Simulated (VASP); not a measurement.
These are rev-vdW-DF2, VASP's PBE PAW potentials (set 64) (plane waves; VASP) values and carry that method's errors.

VASP input:

### POSCAR
```
RuAl
5.9823880
  0.4999999904   0.0000000000   0.0000000000
  0.0000000000   0.4999999904   0.0000000000
  0.0000000000   0.0000000000   0.4999999904
Al Ru
1 1
direct
  0.5000000000   0.5000000000   0.5000000000
  0.0000000000   0.0000000000   0.0000000000
```

**INCAR**
```
SYSTEM = RuAl
PREC = Accurate
ENCUT = 520
EDIFF = 1E-7
NELM = 100
ALGO = Normal
LREAL = .FALSE.
LASPH = .TRUE.
ISMEAR = 0
SIGMA = 0.05
GGA = MK
PARAM1 = 0.1234568
PARAM2 = 0.7114
ZAB_VDW = -1.8867
LUSE_VDW = .TRUE.
AGGAC = 0.0
LMAXMIX = 4
LWAVE = .FALSE.
LCHARG = .FALSE.
LORBIT = 11
ICHARG = 11
```

**KPOINTS**
```
k-points along high-symmetry lines
15
Line-mode
Reciprocal
  0.000000   0.000000   0.000000 ! GAMMA
  0.000000   0.500000   0.000000 ! X

  0.000000   0.500000   0.000000 ! X
  0.500000   0.500000   0.000000 ! M

  0.500000   0.500000   0.000000 ! M
  0.000000   0.000000   0.000000 ! GAMMA

  0.000000   0.000000   0.000000 ! GAMMA
  0.500000   0.500000   0.500000 ! R

  0.500000   0.500000   0.500000 ! R
  0.000000   0.500000   0.000000 ! X

  0.500000   0.500000   0.500000 ! R
  0.500000   0.500000   0.000000 ! M
```

POTCAR, in this order: Al Ru_pv (PBE.64 set). Program: vasp_std. Read from the step before: CHGCAR.

The run wrote:

File OSZICAR:
```
       N       E                     dE             d eps       ncg     rms          rms(c)
DAV:   1     0.121955479937E+03    0.12196E+03   -0.94579E+03  2176   0.133E+03
DAV:   2    -0.737828572679E+01   -0.12933E+03   -0.12334E+03  2324   0.349E+02
DAV:   3    -0.977937478454E+01   -0.24011E+01   -0.23722E+01  2648   0.487E+01
DAV:   4    -0.980703754428E+01   -0.27663E-01   -0.27603E-01  2508   0.500E+00
DAV:   5    -0.980783978615E+01   -0.80224E-03   -0.80219E-03  2888   0.672E-01
DAV:   6    -0.980786232734E+01   -0.22541E-04   -0.22541E-04  2756   0.820E-02
DAV:   7    -0.980786256793E+01   -0.24059E-06   -0.24078E-06  2764   0.770E-03
DAV:   8    -0.980786257255E+01   -0.46193E-08   -0.45099E-08  1688   0.755E-04
   1 F= -.98078626E+01 E0= -.98073328E+01  d E =-.105955E-02
```

**OUTCAR**
```
 val. band max:       11.4947048424   @ k =   0.3929   0.5000   0.3929

 cond. band min:      11.6204903030   @ k =   0.4286   0.4286   0.4286



 k-point     1 :       0.0000    0.0000    0.0000
  band No.  band energies     occupation
      1     -31.0824      2.00000
      2     -31.0824      2.00000
      3     -31.0824      2.00000
      4       0.9904      2.00000
      5       7.0933      2.00000
      6       7.0933      2.00000
      7      10.8173      2.00000
      8      10.8173      2.00000
      9      10.8173      2.00000
     10      16.7200      0.00000
     11      16.7200      0.00000
     12      16.7200      0.00000

 k-point     2 :       0.0000    0.0357    0.0000
  band No.  band energies     occupation
      1     -31.0851      2.00000
      2     -31.0822      2.00000
      3     -31.0822      2.00000
      4       1.0150      2.00000
      5       7.1019      2.00000
      6       7.1024      2.00000
      7      10.7854      2.00000
      8      10.7854      2.00000
      9      10.8204      2.00000
     10      16.5893      0.00000
     11      16.7706      0.00000
     12      16.7706      0.00000

 k-point     3 :       0.0000    0.0714    0.0000
  band No.  band energies     occupation
      1     -31.0929      2.00000
      2     -31.0815      2.00000
      3     -31.0815      2.00000
      4       1.0886      2.00000
      5       7.1276      2.00000
      6       7.1280      2.00000
      7      10.6939      2.00000
      8      10.6939      2.00000
      9      10.8294      2.00000
     10      16.2390      0.00000
     11      16.9182      0.00000
     12      16.9182      0.00000

 k-point     4 :       0.0000    0.1071    0.0000
  band No.  band energies     occupation
      1     -31.1056      2.00000
      2     -31.0805      2.00000
      3     -31.0805      2.00000
      4       1.2104      2.00000
      5       7.1649      2.00000
      6       7.1694      2.00000
      7      10.5537      2.00000
...
```

The density is held fixed in this step, so its total energy and stress have no physical meaning.

The compound is RuAl in the CsCl type structure. It was relaxed first. The electron count is odd and the run is not spin-polarised, which forces a metal.
